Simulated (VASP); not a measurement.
# Vibrations of GaSb: a test of the settings, part 2 of 2

Aim: test the modes of GaSb against the numerical settings. The starting structure is a measured crystal structure from the Crystallography Open Database.

VASP 6.6.1.

Results so far: reference T2 224.7 cm⁻¹; a 7×7×7 mesh T2 222.5 cm⁻¹; a cutoff of 280 eV T2 226.0 cm⁻¹.

The database entry behind the starting cell differs from later determinations by our own check (about 0.4 % long), so it need not match the best structure at ambient conditions.

## Step 5: Modes with a 16×16×16 mesh

Level of this step: LDA; plane waves and PAW (Sb, Ga_d) (VASP).

Against step 2 the input has a 16×16×16 mesh.

Contents of INCAR:

```
SYSTEM = GaSb
PREC = Accurate
ENCUT = 450
EDIFF = 1E-08
NELM = 100
ISMEAR = 1
SIGMA = 0.15
LREAL = .FALSE.
ALGO = Normal
GGA = CA
NBANDS = 15
LORBIT = 11
LWAVE = .FALSE.
LCHARG = .FALSE.
KPAR = 4
IBRION = 8
ISIF = 2
```

Contents of POSCAR:

```
GaSb
1.0
    0.0000000000      3.0269326157      3.0269326157
    3.0269326157      0.0000000000      3.0269326157
    3.0269326157      3.0269326157      0.0000000000
Sb Ga
1 1
Direct
    0.7500000000      0.7500000000      0.7500000000
    0.0000000000      0.0000000000      0.0000000000
```

Contents of KPOINTS:

```
Automatic mesh
0
Gamma
16 16 16
0 0 0
```

The projector-augmented-wave data sets are Sb and Ga_d (LDA family, release 64).

Command:

```sh
> mpirun -np 4 vasp_std
```

What it wrote:

```text
[... set-up lines as in an earlier step ...]
 entering main loop
       N       E                     dE             d eps       ncg     rms          rms(c)
DAV:   1     0.773484584993E+02    0.77348E+02   -0.80983E+03  4413   0.136E+03
DAV:   2    -0.275246517542E+01   -0.80101E+02   -0.77515E+02  5099   0.285E+02
DAV:   3    -0.869495795578E+01   -0.59425E+01   -0.59269E+01  5113   0.659E+01
DAV:   4    -0.879956713493E+01   -0.10461E+00   -0.10459E+00  5337   0.996E+00
[...]
DAV:  11    -0.867423121079E+01   -0.20735E-05   -0.44105E-06  5067   0.196E-02    0.528E-03
DAV:  12    -0.867423117460E+01    0.36188E-07   -0.23390E-07  5533   0.349E-03    0.118E-03
DAV:  13    -0.867423118457E+01   -0.99740E-08   -0.21629E-08  5302   0.141E-03
   1 F= -.86742312E+01 E0= -.86742771E+01  d E =0.137648E-03
 Linear response reoptimize wavefunctions to high precision
DAV:   1    -0.867423118466E+01   -0.85493E-10   -0.74323E-10  4387   0.340E-04
 Linear response DOF=           2
 Linear response progress:
  Degree of freedom:   1/  2
[...]
RMM:  10    -0.264731322716E-01   -0.12955E-07    0.44504E-09 37084   0.799E-05    0.628E-06
RMM:  11    -0.264731114399E-01    0.20832E-07   -0.11277E-09 37931   0.315E-05    0.414E-06
RMM:  12    -0.264731116066E-01   -0.16669E-09   -0.86880E-10 36803   0.172E-05    0.623E-07
 first order change of Fermi-energy   0.15683E-03
 force on displaced ion       1 direction 1 :  -8.302   0.000   0.000
 Linear response progress:
  Degree of freedom:   2/  2
       N       E                     dE             d eps       ncg     rms          rms(c)
RMM:   1    -0.168284429260E+00   -0.16828E+00    0.94886E-02 23142   0.849E+00
RMM:   2    -0.166781945304E+00    0.15025E-02   -0.27816E-02 34776   0.136E+00    0.405E-02
RMM:   3    -0.166900654138E+00   -0.11871E-03   -0.36311E-03 36049   0.443E-01    0.266E-02
RMM:   4    -0.166858164109E+00    0.42490E-04   -0.17831E-03 39474   0.213E-01    0.146E-02
[...]
RMM:  12    -0.166868633598E+00   -0.11411E-06   -0.10713E-07 38776   0.270E-04    0.671E-06
RMM:  13    -0.166868677098E+00   -0.43501E-07    0.17038E-08 38959   0.147E-04    0.208E-06
RMM:  14    -0.166868679635E+00   -0.25366E-08   -0.45974E-08 39270   0.874E-05    0.241E-06
 first order change of Fermi-energy   0.82198E-05
 force on displaced ion       2 direction 1 :  -8.262  -0.000  -0.000
 Linear response finished
```

It took 19 min on 4 MPI ranks of AMD EPYC 7R43, shared host; peak memory 3.5 GiB.

Parts of OUTCAR (step 5):

```text
  Total        0.0033240      0.0033240      0.0033240      0.0000000      0.0000000     -0.0000000
  in kB        0.0960139      0.0960139      0.0960139      0.0000000      0.0000000     -0.0000000
  external PRESSURE =       0.0960139 kB  Pullay stress =       0.0000000 kB

[... 2 parts as in an earlier step ...]

[... 1 further part left out ...]
```

With a 16×16×16 mesh the mode is T2 225.3 cm⁻¹, +0.6 cm⁻¹ from the reference.

## Step 6: Modes with finite displacements

Against step 2 the input has IBRION = 6, NFREE = 2 and POTIM = 0.015 (also changed: NSW).

Edit INCAR of step 5 so:

```diff
@@ -15,3 +15,6 @@
 KPAR = 4
-IBRION = 8
+IBRION = 6
+NFREE = 2
+POTIM = 0.015
+NSW = 1
 ISIF = 2
```

POSCAR is that of step 5.

Contents of KPOINTS:

```
Automatic mesh
0
Gamma
12 12 12
0 0 0
```

Command:

```sh
> mpirun -np 4 vasp_std
```

What it wrote:

```text
[... set-up lines as in an earlier step ...]
 entering main loop
       N       E                     dE             d eps       ncg     rms          rms(c)
[... 13 cycles as in an earlier step ...]
   1 F= -.86734763E+01 E0= -.86735517E+01  d E =0.226213E-03
[...]
2 F= -.86725459E+01 E0= -.86726184E+01  d E =0.217564E-03
[...]
3 F= -.86725459E+01 E0= -.86726184E+01  d E =0.217567E-03
[...]
4 F= -.86725528E+01 E0= -.86726253E+01  d E =0.217569E-03
[...]
5 F= -.86725527E+01 E0= -.86726252E+01  d E =0.217566E-03
 Finite differences progress:
  Degree of freedom:   2/  2
  Displacement:        2/  2
  Total:               4/  4
```

The job ended after 6.2 min (4 MPI ranks; peak memory 1.5 GiB).

From OUTCAR (step 6):

```text
  Total        0.0018113      0.0032526      0.0032526      0.0000000      0.1138938      0.0000000
  in kB        0.0523197      0.0939501      0.0939501      0.0000000      3.2898230      0.0000000
  external PRESSURE =       0.0800733 kB  Pullay stress =       0.0000000 kB

 POSITION                                       TOTAL-FORCE (eV/Angst)
 -----------------------------------------------------------------------------------
      4.54040      4.54040      4.54040        -0.123909      0.000000      0.000000
     -0.01500      0.00000      0.00000         0.123909      0.000000      0.000000
 -----------------------------------------------------------------------------------
    total drift:                               -0.000731      0.000000     -0.000000

  FREE ENERGIE OF THE ION-ELECTRON SYSTEM (eV)
  ---------------------------------------------------
  free  energy   TOTEN  =        -8.6725527250 eV

  energy  without entropy=       -8.6727702912  energy(sigma->0) =       -8.67262525

[... 2 parts as in an earlier step ...]

[... 1 further part left out ...]
[key lines of the parts left out:]
E-fermi :   5.0499
```

The last energy, forces and stress in OUTCAR belong to the last displaced cell, not to that of POSCAR.

With finite displacements the mode is T2 225.2 cm⁻¹, +0.5 cm⁻¹ from the reference.

## Step 7: Comparison

| run | T2 | method | core minutes |
| --- | --- | --- | --- |
| reference | 224.7 | perturbation theory | 31.1 |
| a 7×7×7 mesh | 222.5 | perturbation theory | 9.87 |
| a cutoff of 280 eV | 226.0 | perturbation theory | 15.5 |
| a 16×16×16 mesh | 225.3 | perturbation theory | 74.0 |
| finite displacements | 225.2 | finite displacements | 24.9 |

Modes are in cm⁻¹, degenerate ones as one, matched between runs by symmetry and order. A number in brackets counts the listed modes of one symmetry from the lowest. The symmetry labels come from an automatic analysis and can be wrong where levels nearly coincide. Core minutes are wall time times ranks of the run shown, on a shared host.

## Step 8: What came out

| Quantity | Value |
| --- | --- |
| T2, reference | 224.7 cm⁻¹ |
| T2, a 7×7×7 mesh | 222.5 cm⁻¹ |
| T2, a cutoff of 280 eV | 226.0 cm⁻¹ |
| T2, a 16×16×16 mesh | 225.3 cm⁻¹ |
| T2, finite displacements | 225.2 cm⁻¹ |

The largest change comes with a 7×7×7 mesh: -2.2 cm⁻¹ in T2. On finer settings the modes change by up to +0.6 cm⁻¹ in T2 with a 16×16×16 mesh. Other changes move the modes by more: -2.2 cm⁻¹ in T2 with a 7×7×7 mesh and +1.3 cm⁻¹ in T2 with a cutoff of 280 eV. The frequencies are harmonic, and the splitting of polar modes by their long-range field is left out. Further runs on this material are not shown.

[Lines on the potential files, build, host, timing and source positions are cut from VASP's logs without a mark.]

[Logs are printed without paths, hosts, clocks, repeated set-up lines and the standing remarks that a program may print on its own settings, such as how far it seeks lower states.]

[Hosts, paths, dates, database ids (printed as entryN), source tags and the programs' standing remarks are cut or masked in the printed files.]
